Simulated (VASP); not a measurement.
All values below come from PBEsol GGA, VASP's PBE PAW potentials (set 64) (plane waves; VASP).

A VASP calculation is set up with these files.

**KPOINTS**
```
Automatic
0
Gamma
  15 15 15
0 0 0
```

**POSCAR**
```
Pd
1
    0.0000000000     1.9298290000     1.9298290000
    1.9298290000     0.0000000000     1.9298290000
    1.9298290000     1.9298290000     0.0000000000
Pd
1
Direct
  0.0000000000   0.0000000000   0.0000000000
```

**INCAR**
```
SYSTEM=Pd
PREC=Accurate; ENCUT=300; LREAL=.False.
LASPH=.True.
EDIFF=1E-6; NELM=100; ALGO=Normal
LMAXMIX=4
ISMEAR=0; SIGMA=0.136
GGA=PS
ISIF=2
LWAVE=.False.; LCHARG=.False.
```

POTCAR, in this order: Pd (PBE.64 set). Program: vasp_std.

The run wrote:

OSZICAR:
```
       N       E                     dE             d eps       ncg     rms          rms(c)
DAV:   1     0.196887901614E+02    0.19689E+02   -0.37116E+03  2313   0.640E+02
DAV:   2    -0.616759638645E+01   -0.25856E+02   -0.24926E+02  2317   0.143E+02
DAV:   3    -0.636480167793E+01   -0.19721E+00   -0.19615E+00  2540   0.138E+01
DAV:   4    -0.636559378356E+01   -0.79211E-03   -0.79208E-03  2421   0.829E-01
DAV:   5    -0.636560209321E+01   -0.83097E-05   -0.83094E-05  2624   0.754E-02    0.885E+00
DAV:   6    -0.600335208642E+01    0.36225E+00   -0.16200E+00  2216   0.119E+01    0.404E+00
DAV:   7    -0.598783875720E+01    0.15513E-01   -0.16375E-02  2424   0.104E+00    0.208E+00
DAV:   8    -0.598275803493E+01    0.50807E-02   -0.13795E-03  2313   0.331E-01    0.983E-02
DAV:   9    -0.598275822153E+01   -0.18660E-06   -0.10932E-05  2951   0.334E-02    0.134E-02
DAV:  10    -0.598276195279E+01   -0.37313E-05   -0.14663E-06  2406   0.912E-03    0.290E-03
DAV:  11    -0.598276190299E+01    0.49797E-07   -0.28768E-08  1147   0.153E-03
   1 F= -.59827619E+01 E0= -.59732862E+01  d E =-.189514E-01
```

### OUTCAR
```
------------------------ aborting loop because EDIFF is reached ----------------------------------------
  FORCE on cell =-STRESS in cart. coord.  units (eV):
  Direction    XX          YY          ZZ          XY          YZ          ZX
  --------------------------------------------------------------------------------------
  Total        0.1739877      0.1739877      0.1739877      0.0000000      0.0000000     -0.0000000
  in kB       19.3928941     19.3928941     19.3928941      0.0000000      0.0000000     -0.0000000
  external PRESSURE =      19.3928941 kB  Pullay stress =       0.0000000 kB
  volume of cell :       14.37
      direct lattice vectors                 reciprocal lattice vectors
     0.000000000  1.929829000  1.929829000    -0.259090313  0.259090313  0.259090313
     1.929829000  0.000000000  1.929829000     0.259090313 -0.259090313  0.259090313
     1.929829000  1.929829000  0.000000000     0.259090313  0.259090313 -0.259090313
 POSITION                                       TOTAL-FORCE (eV/Angst)
 -----------------------------------------------------------------------------------
      0.00000      0.00000      0.00000         0.000000      0.000000      0.000000
 -----------------------------------------------------------------------------------
    total drift:                                0.000000     -0.000000      0.000000
  FREE ENERGIE OF THE ION-ELECTRON SYSTEM (eV)
  ---------------------------------------------------
  free  energy   TOTEN  =        -5.9827619030 eV

  energy  without entropy=       -5.9638105066  energy(sigma->0) =       -5.97328620
```
(Selected blocks of OUTCAR.)

At this cut-off the stress carries a Pulay error, which pulls relaxed volumes low.

The structure is a typed Pd crystal (Fm-3m). The cell was not relaxed at this level. The run is one of a series of settings (GGA = PS against the base run), some of them coarse on purpose.
